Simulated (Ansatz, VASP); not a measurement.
# Cross-check of Al7Ga11N18 between VASP and Ansatz, part 2 of 2

One calculation is typed for both programs; each brings its own data sets. How far apart do they land? The structure shown is frame 126 of Ansatz's trajectory.

VASP 6.6.1 and Ansatz 0.2.0.

So far: Set-up; Ansatz: dynamics, revPBE.

### 3. VASP: single point, revPBE

Level of this step: revPBE; plane waves and PAW (Ga_d, N, Al) (VASP).

The same cell, functional, mesh and smearing now go to VASP, with its own data sets.

Lines of VASP's logs that name or quote its potential files are left out, and so is its time.

Input file INCAR:

```
SYSTEM = Al7Ga11N18
PREC = Accurate
ENCUT = 520
EDIFF = 1E-06
NELM = 120
ISMEAR = -1
SIGMA = 0.025
LREAL = Auto
ALGO = Normal
GGA = RE
NBANDS = 304
LORBIT = 11
LWAVE = .FALSE.
LCHARG = .FALSE.
ISIF = 2
LASPH = .TRUE.
GGA_COMPAT = .FALSE.
EFERMI = MIDGAP
NCORE = 2
```

Input file POSCAR:

```
Al7Ga11N18
1.0
    9.4773000000      0.0000000000      0.0000000000
   -4.7386500000      8.2075800000      0.0000000000
    0.0000000000      0.0000000000     10.2122000000
Ga N Al
22 36 14
Direct
    0.9984866943      0.9967834611      0.9998727013
    0.0026888902      0.9996588519      0.4943890641
    0.0028170659      0.3306212063      0.0032020524
    0.1205046876      0.5628943001      0.2543428448
    0.0012918832      0.3347880861      0.5003035585
    0.9999776245      0.6687111183      0.0064530659
    0.0046447188      0.6667129653      0.5044750397
    0.1106995777      0.8877281732      0.7459019604
    0.3365724327      0.0092743537      0.4983157400
    0.3344037426      0.3306943094      0.4969742073
    0.4388567442      0.5482736690      0.7488200388
    0.3327339109      0.6655311310      0.9971406749
    0.4366034086      0.8866072582      0.2487319089
    0.4461133974      0.8872042673      0.7426607391
    0.6669640935      0.0009747087      0.9992655843
    0.7812785266      0.2224285356      0.2493194415
    0.6698729966      0.0029728617      0.5010771430
    0.7675441928      0.2205156697      0.7486046102
    0.6607781986      0.3314009732      0.4958970643
    0.6616655298      0.6619612602      0.9973463113
    0.7744209610      0.8839268091      0.2531286109
    0.7781738649      0.8976580186      0.7468028437
    0.1133405991      0.2196749834      0.0649615166
    0.0077394200      0.0095277780      0.3068976322
    0.1083566929      0.2198577413      0.5716202190
    0.9918592343      0.0003898835      0.8144180490
    0.1171820879      0.5604697121      0.0611621394
    0.0051233595      0.3294515558      0.3104717886
    0.1279138537      0.5682795660      0.5650202699
    0.0097076380      0.3383457731      0.8053602554
    0.1157381175      0.8926139008      0.0645600360
    0.0030008314      0.6780074029      0.3036564110
    0.1168812358      0.8912493086      0.5515266054
    0.9968401544      0.6577090933      0.8055365151
    0.4443872901      0.2235007152      0.0599479054
    0.3349861818      0.0118207803      0.3069955543
    0.4513703637      0.2245728948      0.5808053113
    0.3307524790      0.9928968100      0.8149370361
    0.4362182849      0.5511003243      0.0700730499
    0.3324947816      0.3264543264      0.3053504632
    0.4481699608      0.5654650945      0.5555609957
    0.3229811582      0.3160371267      0.8161218934
    0.4421790527      0.8898237970      0.0577642428
    0.3400110295      0.6672125036      0.3272752198
    0.4398078219      0.8789192429      0.5605550224
    0.3245471514      0.6666520460      0.8090323339
    0.7754245837      0.2216731363      0.0576369440
    0.6670729422      0.0088844702      0.3105795029
    0.7777615714      0.2211979658      0.5544544760
    0.6517910632      0.9912885406      0.8076614246
    0.7753336213      0.5504667637      0.0683985821
    0.6806122496      0.3478979188      0.3060555022
    0.7805132226      0.5625775198      0.5661953350
    0.6542060259      0.3319736146      0.8152405946
    0.7629529016      0.8812707278      0.0555609957
    0.6767248110      0.6647513640      0.3164156597
    0.7823243535      0.8869240385      0.5628072306
    0.6649867948      0.6673587099      0.8055952684
    0.1210066590      0.2316517171      0.2421123754
    0.1124800454      0.2235250829      0.7512778833
    0.1076843595      0.5546214597      0.7482325062
    0.1177892942      0.8984256017      0.2449031550
    0.3335181160      0.0069326159      0.0034174811
    0.4538892527      0.2331137802      0.2494467402
    0.4344747242      0.2152400586      0.7579072090
    0.3333191087      0.3387600243      0.0012827794
    0.4474022198      0.5580207564      0.2579463779
    0.3383264463      0.6617541346      0.5039952214
    0.6620278965      0.3372979612      0.0012729872
    0.7825951383      0.5626262552      0.2526781692
    0.7790681140      0.5550235270      0.7521298055
    0.6699710528      0.6681262930      0.5088129884
```

Input file KPOINTS:

```
Automatic mesh
0
Gamma
1 1 1
0 0 0
```

PAW data sets: Ga_d, N and Al (PBE family, release 64).

The run is started by

```
$ mpirun -np 8 vasp_gam
```

Numbers of over 12 decimals in the logs are rounded to 6 here.

Log:

```text
[banner, memory and clock lines left out]
running    8 mpi-ranks, on    1 nodes
[...]
|                                                                             |
|               ----> ADVICE to this user running VASP <----                  |
|                                                                             |
|     You enforced a specific xc type in the INCAR file but a different       |
|     [... a line on the potential file left out ...]
|     I HOPE YOU KNOW WHAT YOU ARE DOING!                                     |
|                                                                             |

 LDA part: xc-table for (Slater+PW92), standard interpolation
 POSCAR, INCAR and KPOINTS ok, starting setup
[...]
entering main loop
       N       E                     dE             d eps       ncg     rms          rms(c)
DAV:   1     0.121167574321E+05    0.12117E+05   -0.18512E+05   640   0.312E+03
DAV:   2     0.286185845720E+04   -0.92549E+04   -0.87906E+04   608   0.925E+02
DAV:   3    -0.627399540575E+02   -0.29246E+04   -0.27361E+04   784   0.341E+02
DAV:   4    -0.489212278320E+03   -0.42647E+03   -0.41743E+03   752   0.136E+02
[...]
DAV:  20    -0.444214771918E+03   -0.16306E-05   -0.16561E-05   896   0.580E-02    0.926E-03
DAV:  21    -0.444214774836E+03   -0.29175E-05   -0.12716E-05   864   0.349E-02    0.138E-02
DAV:  22    -0.444214774356E+03    0.48026E-06   -0.47616E-06   544   0.955E-03
   1 F= -.44421477E+03 E0= -.44421477E+03  d E =0.000000E+00
```

From OUTCAR (step 3):

```text
  Total       42.8168729     39.3532962     41.7182951      0.4521646      0.9722318      0.4494551
  in kB       86.3587731     79.3729702     84.1430151      0.9119857      1.9609266      0.9065209
  external PRESSURE =      83.2915861 kB  Pullay stress =       0.0000000 kB

 POSITION                                       TOTAL-FORCE (eV/Angst)
 -----------------------------------------------------------------------------------
      4.73955      8.18118     10.21090        -0.610345     -0.170156      0.452779
     -4.71155      8.20478      5.04880        -0.263694      0.374430      0.253863
     -1.54000      2.71360      0.03270        -0.652734      0.613599     -0.830992
     -1.52530      4.62000      2.59740        -0.659538     -0.446886     -0.158598
     -1.57420      2.74780      5.10920         0.570446      0.412144      0.256334
      6.30830      5.48850      0.06590         0.252066     -0.382243     -0.832283
     -3.11530      5.47210      5.15180        -0.209786      0.019299     -1.143554
     -3.15750      7.28610      7.61730        -0.244643     -0.080983      0.355081
      3.14585      0.07612      5.08890         1.096679     -0.810143      0.135601
      1.60220      2.71420      5.07520        -0.408766      0.095267      0.914233
      1.56110      4.50000      7.64710        -0.363675      0.243643      0.205730
     -0.00030      5.46240     10.18300         0.081487      0.711549     -0.160661
     -0.06350      7.27690      2.54010         0.784385      0.518370      0.212797
      0.02380      7.28180      7.58420        -1.863956     -0.849120      0.730282
[...]
-----------------------------------------------------------------------------------
    total drift:                                0.003175      0.000932      0.017328

  FREE ENERGIE OF THE ION-ELECTRON SYSTEM (eV)
  ---------------------------------------------------
  free  energy   TOTEN  =      -444.2147743556 eV

  energy  without entropy=     -444.2147743556  energy(sigma->0) =     -444.21477436

[... 3 further parts left out ...]
[key lines of the parts left out:]
E-fermi :   7.1379
```

The run ends at a pressure of 8.33 GPa, with forces up to 2.6 eV/Å.

### 4. Differences

Known differences besides the potentials themselves: the cutoff is 420 eV in Ansatz and 520 eV in VASP (PREC = Accurate, projectors in real space); Ansatz makes its cores anew for this functional, VASP keeps those of its PBE data sets. Total energies have different zeros and are not compared.

Forces on 8 of the 72 atoms, those with the largest forces and the largest differences (eV/Å; atoms numbered as in POSCAR):

| atom | Ansatz x, y, z | VASP x, y, z |
| --- | --- | --- |
| Ga14 | -1.909, -0.869, 0.732 | -1.864, -0.849, 0.730 |
| N30 | -0.970, -0.625, 0.365 | -0.939, -0.606, 0.344 |
| N37 | -0.895, 0.027, -2.275 | -0.882, 0.024, -2.255 |
| N41 | 1.722, -1.744, 0.444 | 1.723, -1.713, 0.427 |
| N44 | 0.375, -0.174, -2.112 | 0.389, -0.188, -2.097 |
| N50 | 1.809, 1.893, 0.560 | 1.774, 1.858, 0.535 |
| N55 | 1.800, 0.384, 1.138 | 1.773, 0.380, 1.118 |
| Al59 | -0.717, -1.363, 1.606 | -0.714, -1.366, 1.606 |

The forces differ by 14 meV/Å r.m.s., which is 1.8 % of the r.m.s. force of 0.757 eV/Å (both taken over all components).

### 5. Outcome

| Property | Result |
| --- | --- |
| r.m.s. force difference (single point, revPBE) | 1.8 % of the r.m.s. force |

The r.m.s. force difference is 1.8 % of the r.m.s. force (single point, revPBE), within the 3 % picked in this series as the mark of a large difference. 2 further runs of this series are not shown here. Such differences can come from data sets, numerical settings and the points named under the comparisons, not from the functional's error against experiment.

[Lines on the potential files, build, host, timing and source positions are cut from VASP's logs without a mark.]

[Logs are printed without paths, hosts, clocks, repeated set-up lines and the standing remarks that a program may print on its own settings, such as how far it seeks lower states.]

[Hosts, paths, dates, database ids (printed as entryN), source tags and the programs' standing remarks are cut or masked in the printed files.]
